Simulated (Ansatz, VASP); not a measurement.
# CoSi: VASP beside Ansatz, part 2 of 2

Wanted: the spread between two codes on one cell, functional and k mesh. The cell is taken from a series of runs on this material, whose earlier steps may have relaxed, scaled, displaced or heated it; both programs get it as it stands.

VASP 6.6.1 and Ansatz 0.2.0.

So far: Set-up; VASP: relaxation of cell and atoms, PBE.

## (3) Ansatz: relaxation of cell and atoms, PBE

Level of this step: Ansatz beside VASP: Kohn-Sham DFT, plane waves, PBE (Ansatz).

Ansatz runs on its default PAW (the set named soft_2) files.

The same cell, functional, mesh and smearing now go to Ansatz, which takes its cutoff from its data sets.

input.yaml

```yaml
crystal:
  lattice:
    - [4.441, 0.0, 0.0]
    - [0.0, 4.441, 0.0]
    - [0.0, 0.0, 4.441]
  atoms:
    - { symbol: Co, position: [0.85409671, 0.64590329, 0.35409671] }
    - { symbol: Co, position: [0.64590329, 0.35409671, 0.85409671] }
    - { symbol: Co, position: [0.35409671, 0.85409671, 0.64590329] }
    - { symbol: Co, position: [0.14590329, 0.14590329, 0.14590329] }
    - { symbol: Si, position: [0.15653929, 0.34346071, 0.65653929] }
    - { symbol: Si, position: [0.34346071, 0.65653929, 0.15653929] }
    - { symbol: Si, position: [0.65653929, 0.15653929, 0.34346071] }
    - { symbol: Si, position: [0.84346071, 0.84346071, 0.84346071] }
kpoints:
  mp_grid: { grid: [8, 8, 8] }
hamiltonian:
  xc: pbe
scf:
  occupations: { method: gaussian, width: 0.1 }
output:
  forces: true
  stress: true
  eigenvalues: true
relax:
  adjacent_minimum: "off"
  f_tol: 0.005
  max_steps: 60
  cell: { stress_tol: 0.03 }
```

Started as:

```bash
> ansatz run input.yaml --threads 4 --pin off --max-ram 16384MiB --backend cpu --events-out ev --progress --plain --runs-dir out
```

Numbers of over 12 decimals in the logs are rounded to 6 here.

What it wrote:

```text
Engine: ansatz 0.2.0, aarch64-unknown-linux-gnu
Pseudopotentials: kind: paw
Pseudopotential: Co, paw, valence charge 17, recommended cutoff 420 eV (normal), Co.paw.azcp
Pseudopotential: Si, paw, valence charge 4, recommended cutoff 420 eV (normal), Si.paw.azcp
Functional definition: PBE
  parameter kappa = 0.804
  parameter beta = 0.066725
  exchange = pbe_x(kappa = kappa, mu = beta*pi^2/3)
  correlation = pbe_c(beta = beta)
Crystal: 8 atoms, lattice volume = 87.588 Å³
Basis set: ecut = 420 eV, 1743 PW (Γ), exchange–correlation on 60×60×60 points (8 copies of the dense FFT grid, shifted against one another)
Bands: 51, of which v1, the nominal top of the filled ones, is band 42 counted from 1 (41 counted from 0)
Symmetry: 12 space group operations
Space group: P213 (ITA 198), of the structure as read, at distance tolerance 4.4e-5 Å
k-points: 45 of 512 (time reversal used)
Non-local potential: Co, projectors of the file, l = 0: 3, l = 1: 2, l = 2: 3, l = 3: 1
Non-local potential: Si, projectors of the file, l = 0: 2, l = 1: 2, l = 2: 2
PAW form: soft (Blöchl's): semilocal exchange-correlation on the pseudo side does not see the compensation charge
PAW one-centre angular grid: Co, 590 points (default); XC on 64 Gauss nodes
PAW one-centre angular grid: Si, 110 points (default); XC on 64 Gauss nodes
Initial density: superposition of atomic densities (neutral atoms: chi_scale 0, normalization atom), corrected by the library's trained network
Initial wavefunctions: pseudopotential atomic-orbital guess
Functional: x = pbe(κ = 0.804, μ = 0.219515), c = pbe(β = 0.066725)
SCF iter   1: F=—  HF=-23052.691427 eV  |F-HF|=—  |Δ(HF+E_count)|=         —  Δρ=6.92e-3  dr2=8.85e-3  ethr=1.77e-3  ⟨swp⟩=6.9  Hψ=8985  notcnv=0  defer=6
preconditioner: auto → Resta (q_TF=auto, 2.709 Å⁻¹)  ε∞=19.6  [insulator: Δε(μ)=0.138 eV  Ē_g=6.630 eV  σ=0.100 eV  W_gap=0.51  n_scr=26 (ndim 8)  ℏωp=28.6 eV  f_vac=0.000  D(μ)=1.27/eV (n_scr^D=6)  ε∞_Penn≈19.6]
SCF iter   2: F=—  HF=-23052.688859 eV  |F-HF|=—  |Δ(HF+E_count)|=   2.57e-3  Δρ=2.93e-3  dr2=2.01e-3  ethr=1.05e-5  ⟨swp⟩=2.0  Hψ=3678  notcnv=0  defer=6
SCF iter   3: F=—  HF=-23052.688671 eV  |F-HF|=—  |Δ(HF+E_count)|=   1.88e-4  Δρ=8.52e-4  dr2=2.52e-4  ethr=2.39e-6  ⟨swp⟩=2.1  Hψ=2938  notcnv=0  defer=6
SCF iter   4: F=—  HF=-23052.688686 eV  |F-HF|=—  |Δ(HF+E_count)|=   1.49e-5  Δρ=2.77e-4  dr2=2.74e-5  ethr=2.99e-7  ⟨swp⟩=2.2  Hψ=3102  notcnv=0  defer=6
SCF iter   5: F=—  HF=-23052.689018 eV  |F-HF|=—  |Δ(HF+E_count)|=   3.32e-4  Δρ=4.20e-5  dr2=1.09e-6  ethr=3.26e-8  ⟨swp⟩=2.1  Hψ=2925  notcnv=0  defer=6
SCF iter   6: F=-23052.689018 eV  HF=-23052.689018 eV  |F-HF|=4.38e-8  |Δ(HF+E_count)|=   1.26e-7  Δρ=1.08e-5  dr2=7.96e-8  ethr=1.19e-10  ⟨swp⟩=7.7  Hψ=10832  notcnv=0
SCF 1 converged in 6 iterations: F = -23052.689018 eV  dr2 = 7.96e-8
  greatest PAW one-centre occupation: 1.000 electrons in one spin orbital (limit 2), on the Co atom at site 2 (counted from 0), in its partial waves of l = 1
relax step   1: F+E_penalty+E_count = -23052.68901770 eV  Δ(F+E_penalty+E_count) = +0.000e0 eV  max|allowed force component| = 3.627e-2 eV/Å  Δτ_max = 0.0000 Å  P = -1.672 GPa  Ω = 87.588 Å³  (6 SCF iters, dr2 threshold 1.00e-7 eV, accepted)
[...]
relax step   4: F+E_penalty+E_count = -23052.69359567 eV  Δ(F+E_penalty+E_count) = -8.064e-5 eV  max|allowed force component| = 1.142e-3 eV/Å  Δτ_max = 0.0025 Å  P = +0.002 GPa  Ω = 86.976 Å³  energy of the carried Pulay correction = +3.698e-4 eV  (6 SCF iters, dr2 threshold 9.51e-9 eV, accepted)
[...]
relax step   5: F+E_penalty+E_count = -23052.69326597 eV  Δ(F+E_penalty+E_count) = +3.297e-4 eV  max|allowed force component| = 1.140e-3 eV/Å  Δτ_max = 0.0000 Å  P = -0.004 GPa  Ω = 86.976 Å³  stress off target by 4.20e-3 GPa  SCF on the basis re-selected at this cell (its energy is not comparable with the rows above)  (6 SCF iters)
basis re-selected at this cell: Δ(F+E_penalty+E_count) = +3.297e-4 eV, ΔP = -0.006 GPa vs the last step (what re-selecting the basis moved, of the pressure what is left beyond the Pulay correction that the steps carried, after the strain that the cell walked since its last selection, with what the two solves' SCF thresholds leave and, on support functions, any second-order correction that the steps lacked; it is no m [...]
SCF converged after 6 iterations
Free energy (F): -23052.693266 eV
Harris-Foulkes:  -23052.693266 eV  (|F-HF|=7.28e-12)
Internal energy: -23052.686497 eV  (E = F + TS)
E sigma→0 (E₀):  -23052.689881 eV
Entropy (-TS):   -0.006769 eV (-0.846 meV/atom)
Fermi energy:    16.710081 eV
--- Per-component energies (eV) ---
  E_band       = -945.994231
  E_kinetic    = 2010.731228
  E_local      = -14208.363649  (includes V_loc(G=0)·N_el)
  E_nonlocal   = 1921.068948
  E_hartree    = 6167.150951
  E_xc         = -869.685308
  E_vxc        = -1025.591253  (∫ρ·V_xc dr)
  E_paw        = -8118.547786  (= ΣΔE_a)
  E_vpaw       = -1978.141983  (= ΣTr[D̂ρ^β])
  E_aug_tail   = 0.000353  (compensation charges beyond the density's cutoff)
  E_ewald      = -9955.041235
  E_smearing   = -0.006769  (= −TS)
  E_closure    = -0.000000  (closes the sum)
  Σ components = -23052.693266   (vs F -23052.693266, Δ=0.00e0)
--- Forces (eV/Å), atoms counted from 1 ---
  atom   1  Co    -0.00006128     0.00006128    -0.00006128
  atom   2  Co     0.00006128    -0.00006128    -0.00006128
  atom   3  Co    -0.00006128    -0.00006128     0.00006128
  atom   4  Co     0.00006128     0.00006128     0.00006128
  atom   5  Si     0.00114013    -0.00114013     0.00114013
  atom   6  Si    -0.00114013     0.00114013     0.00114013
  atom   7  Si     0.00114013     0.00114013    -0.00114013
  atom   8  Si    -0.00114013    -0.00114013    -0.00114013
  max |Σ_I F_I| component: 9.04e-17 eV/Å
--- Stress (GPa, compression-positive) ---
       -0.004202      -0.000000      -0.000000
       -0.000000      -0.004202       0.000000
       -0.000000       0.000000      -0.004202
  P = ⅓ Tr σ = -0.0042 GPa (-0.042 kbar)
--- Band table (eV; the first three rows and the last of 45) ---
  k-point 0: bands = [... 38 lower, 15.9156, 15.9156, 16.6894, 16.6894, 16.6894, 19.1917, 19.1917, 19.1917, ... 5 higher]
  k-point 1: bands = [... 38 lower, 15.9199, 15.9470, 16.5052, 16.6431, 16.9846, 18.7007, 18.8437, 19.1418, ... 5 higher]
  k-point 2: bands = [... 38 lower, 15.9373, 16.0358, 16.3801, 16.5121, 17.4306, 18.3658, 18.3840, 18.6102, ... 5 higher]
  k-point 44: bands = [... 38 lower, 15.4714, 15.4714, 16.4751, 16.4751, 16.4751, 16.4751, 22.0770, 22.0770, ... 5 higher]
--- Relaxed structure (4 steps of the walk, 4 accepted, 1 SCFs on fresh bases) ---
  F+E_penalty+E_count = -23052.69326597 eV   max|allowed force component| = 1.140e-3 eV/Å   (the final SCF, on the basis selected at the relaxed cell)
  cell:  # Å, volume = 86.9764 Å³
    - [4.430647, 0, 0]
    - [0, 4.430647, 0]
    - [0, 0, 4.430647]
  atoms:
    - { symbol: Co, position: [0.854982, 0.645018, 0.354982] }
    - { symbol: Co, position: [0.645018, 0.354982, 0.854982] }
    - { symbol: Co, position: [0.354982, 0.854982, 0.645018] }
    - { symbol: Co, position: [0.145018, 0.145018, 0.145018] }
    - { symbol: Si, position: [0.156803, 0.343197, 0.656803] }
    - { symbol: Si, position: [0.343197, 0.656803, 0.156803] }
    - { symbol: Si, position: [0.656803, 0.156803, 0.343197] }
    - { symbol: Si, position: [0.843197, 0.843197, 0.843197] }
```

## (4) Comparison

Known differences besides the potentials themselves: the data sets hold 84 valence electrons in Ansatz (on its default PAW (the set named soft_2) files) and 52 in VASP; the cutoff is 420 eV in Ansatz and 600 eV in VASP; Ansatz adds a Pulay correction to the stress that steers its cell, VASP none. Total energies have different zeros and are not compared.

The two programs side by side:

```tsv
quantity	Ansatz	VASP	difference
volume (Å³)	86.98	86.91	+0.08 %
edge a after relaxation, in the typed setting (Å)	4.431	4.429	+0.02 %
```

## (5) Outcome

```yaml
difference_in_volume_relaxation_of_cell_and_atoms_pbe: 0.079 %
```

What this shows: The difference in volume is 0.079 % (relaxation of cell and atoms, PBE), within the 1.2 % picked in this series as the mark of a large difference, as far as the stopping tolerances let one tell. The data sets hold unlike numbers of valence electrons (84 in Ansatz and 52 in VASP), so part of the differences comes from the potentials. 2 further runs of this series are not shown here. Such differences can come from data sets, numerical settings and the points named under the comparisons, not from the functional's error against experiment.

[Lines on the potential files, build, host, timing and source positions are cut from VASP's logs without a mark.]

[Logs are printed without paths, hosts, clocks, repeated set-up lines and the standing remarks that a program may print on its own settings, such as how far it seeks lower states.]

[Hosts, paths, dates, database ids (printed as entryN), source tags and the programs' standing remarks are cut or masked in the printed files.]
